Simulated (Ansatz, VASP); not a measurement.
# Re (Rhenium): VASP beside Ansatz, part 2 of 2

One calculation is typed for both programs; each brings its own data sets. How far apart do they land? The structure shown is the end of the Ansatz relaxation below.

VASP 6.6.1 and Ansatz 0.2.0.

So far: The starting structure; Ansatz: relaxation, LDA; VASP: single point, LDA, pair 1; Side by side; VASP: single point, LDA, pair 2.

## (6) VASP: single point, LDA, pair 2 (continued)

Level of this step: LDA; plane waves and PAW (Re) (VASP).

Numbers of over 12 decimals in the logs are rounded to 6 here.

OUTCAR, selected parts (step 6):

```text
  Total       -4.4421401     -4.4421401      0.0785455      0.0000000      0.0000000      0.0000000
  in kB     -236.2238907   -236.2238907      4.1768874      0.0000000      0.0000000      0.0000000
  external PRESSURE =    -156.0902980 kB  Pullay stress =       0.0000000 kB

 POSITION                                       TOTAL-FORCE (eV/Angst)
 -----------------------------------------------------------------------------------
      0.00000      1.64374      1.07300         0.000000      0.000000      0.000000
      1.42352      0.82187      3.21899        -0.000000      0.000000      0.000000
 -----------------------------------------------------------------------------------
    total drift:                               -0.000000     -0.000000      0.000000

  FREE ENERGIE OF THE ION-ELECTRON SYSTEM (eV)
  ---------------------------------------------------
  free  energy   TOTEN  =       -27.3386939717 eV

  energy  without entropy=      -27.3382298734  energy(sigma->0) =      -27.33853927

[... 1 part as in an earlier step ...]

[... 2 further parts left out ...]
[key lines of the parts left out:]
E-fermi :   7.5146
```

The run ends at a pressure of -15.61 GPa.

## (7) Differences

What differs besides the data sets and the points named for the pairs above, as far as they apply: the data sets hold 30 valence electrons in Ansatz (on its PAW soft_1 files) and 14 in VASP. Total energies have different zeros and are not compared.

Both answers:

| quantity | Ansatz | VASP | difference |
| --- | --- | --- | --- |
| pressure (GPa) | -16.27 | -15.61 | -0.66 |

## (8) Ansatz: relaxation, LDA

This run makes the geometry at which the two programs are then compared. The cell compared in this pair holds 28.18 Å³, against 30.13 Å³ for the pair before.

The structure compared here is the end of the Ansatz relaxation.

Contents of input.yaml:

```yaml
crystal:
  lattice:
    - [2.7614389993, 0.0, 0.0]
    - [-1.3807194997, 2.3914763243, 0.0]
    - [0.0, 0.0, 4.2394923987]
  atoms:
    - { symbol: Re, position: [0.3333333327, 0.6666666673, 0.25] }
    - { symbol: Re, position: [0.6666666673, 0.3333333327, 0.75] }
kpoints:
  mp_grid: { grid: [18, 18, 12] }
hamiltonian:
  xc: lda
  pseudopotentials: { kind: paw, azcp: { folder: soft_1 }, xc_functional: pbe }
scf:
  occupations: { method: methfessel_paxton, width: 0.2 }
output:
  forces: true
  stress: true
  eigenvalues: true
relax:
  adjacent_minimum: "off"
  f_tol: 0.001
  max_steps: 60
  cell: { stress_tol: 0.01, fix: [c, angles] }
```

The run is started by

```console
$ ansatz run input.yaml --threads 4 --pin off --max-ram 10240MiB --backend cpu --events-out ev --progress --plain --runs-dir out
```

The log of the run:

```text
[...]
k-point 636: bands = [... 11 lower, 20.7953, 25.0485, 25.0485, 25.9570, 25.9570, 29.0870, 29.0870, 29.9901]
--- Relaxed structure (4 steps of the walk, 3 accepted, 1 SCFs on fresh bases) ---
[...]
cell:  # Å, volume = 28.1802 Å³
    - [2.770444, 2.8961615665475883e-11, 0.0]
    - [-1.385222, 2.399275, 0.0]
    - [0.0, 0.0, 4.2394923987]
  atoms:
    - { symbol: Re, position: [0.333333, 0.666667, 0.250000] }
    - { symbol: Re, position: [0.666667, 0.333333, 0.750000] }
[key lines of the parts left out:]
SCF converged after 5 iterations
Free energy (F): -21217.070366 eV
Fermi energy:    24.857369 eV
P = ⅓ Tr σ = 8.4257 GPa (84.257 kbar)
```

## (9) VASP: single point, LDA, pair 3

The same cell, functional (in two slightly different forms), mesh and smearing now go to VASP, with its own data sets.

Contents of INCAR:

```
SYSTEM = Re
PREC = Accurate
ENCUT = 600
EDIFF = 1E-06
NELM = 120
ISMEAR = 1
SIGMA = 0.2
LREAL = .FALSE.
ALGO = Normal
GGA = PW92
NBANDS = 13
LASPH = .TRUE.
LORBIT = 11
LWAVE = .FALSE.
LCHARG = .FALSE.
ISIF = 2
GGA_COMPAT = .FALSE.
KPAR = 2
```

Contents of POSCAR:

```
Re
1.0
    2.7704441900      0.0000000000      0.0000000000
   -1.3852220950      2.3992750483      0.0000000000
    0.0000000000      0.0000000000      4.2394923987
Re
2
Direct
    0.3333333334      0.6666666668      0.2500000000
    0.6666666668      0.3333333334      0.7500000000
```

Contents of KPOINTS:

```
Automatic mesh
0
Gamma
18 18 12
0 0 0
```

The projector-augmented-wave data sets are Re (LDA family, release 64).

The run is started by

```console
$ mpirun -np 2 vasp_std
```

The log of the run:

```text
[... set-up lines as in an earlier step ...]
 entering main loop
       N       E                     dE             d eps       ncg     rms          rms(c)
DAV:   1     0.126242926616E+03    0.12624E+03   -0.64314E+03  7305   0.124E+03
DAV:   2    -0.196914242465E+02   -0.14593E+03   -0.12867E+03 10494   0.459E+02
DAV:   3    -0.285978252818E+02   -0.89064E+01   -0.78060E+01 11304   0.150E+02
DAV:   4    -0.287929178003E+02   -0.19509E+00   -0.19000E+00 11052   0.134E+01
[...]
DAV:   9    -0.274277082659E+02    0.10034E-02   -0.42756E-04 10134   0.222E-01    0.481E-02
DAV:  10    -0.274277145591E+02   -0.62932E-05   -0.46357E-05 11062   0.588E-02    0.205E-02
DAV:  11    -0.274277139952E+02    0.56394E-06   -0.28591E-07  6545   0.125E-02
   1 F= -.27427714E+02 E0= -.27427861E+02  d E =0.442330E-03
```

From OUTCAR (step 9):

```text
  Total        0.2774913      0.2774913      4.6544997      0.0000000      0.0000000      0.0000000
  in kB       15.7767158     15.7767158    264.6307382      0.0000000      0.0000000      0.0000000
  external PRESSURE =      98.7280566 kB  Pullay stress =       0.0000000 kB

 POSITION                                       TOTAL-FORCE (eV/Angst)
 -----------------------------------------------------------------------------------
      0.00000      1.59952      1.05987        -0.000000      0.000000      0.000000
      1.38522      0.79976      3.17962         0.000000     -0.000000      0.000000
 -----------------------------------------------------------------------------------
    total drift:                               -0.000000     -0.000000      0.000000

  FREE ENERGIE OF THE ION-ELECTRON SYSTEM (eV)
  ---------------------------------------------------
  free  energy   TOTEN  =       -27.4277139952 eV

  energy  without entropy=      -27.4281563247  energy(sigma->0) =      -27.42786144

[... 1 part as in an earlier step ...]

[... 2 further parts left out ...]
[key lines of the parts left out:]
E-fermi :   8.3558
```

The run ends at a pressure of 9.87 GPa.

## (10) Differences

What differs besides the data sets and the points named for the pairs above, as far as they apply: the data sets hold 30 valence electrons in Ansatz (on its PAW soft_1 files) and 14 in VASP. Total energies have different zeros and are not compared.

The two programs side by side:

| quantity | Ansatz | VASP | difference |
| --- | --- | --- | --- |
| pressure (GPa) | 8.43 | 9.87 | -1.45 |

## (11) What the set-up changes

Further runs change the set-up of one program: Ansatz's method, potentials or start, or VASP's data sets, cutoff or form of LDA. The table gives that difference for each run.

| run | pressure (GPa) |
| --- | --- |
| as above | -1.4 |
| VASP with the data sets Re_sv_GW and a cutoff of 500 eV | 1.4 |

## (12) Outcome

```json
{
  "difference in pressure (single point, LDA, pair 1)": "-0.78 GPa",
  "difference in pressure (single point, LDA, pair 2)": "-0.66 GPa",
  "difference in pressure (single point, LDA, pair 3)": "-1.4 GPa"
}
```

The difference in pressure is -1.4 GPa (single point, LDA, pair 3), beyond the 1 GPa picked in this series as the mark of a large difference. The data sets hold unlike numbers of valence electrons (30 in Ansatz and 14 in VASP), so part of the differences comes from the potentials. Single point, LDA, pair 3, VASP with the data sets Re_sv_GW and a cutoff of 500 eV: the difference in pressure goes from -1.4 to 1.4 GPa. 4 further runs of this series are not shown here. How closely two codes agree says nothing of how well the functional describes the real material.

[Lines on the potential files, build, host, timing and source positions are cut from VASP's logs without a mark.]

[Logs are printed without paths, hosts, clocks, repeated set-up lines and the standing remarks that a program may print on its own settings, such as how far it seeks lower states.]

[Hosts, paths, dates, database ids (printed as entryN), source tags and the programs' standing remarks are cut or masked in the printed files.]
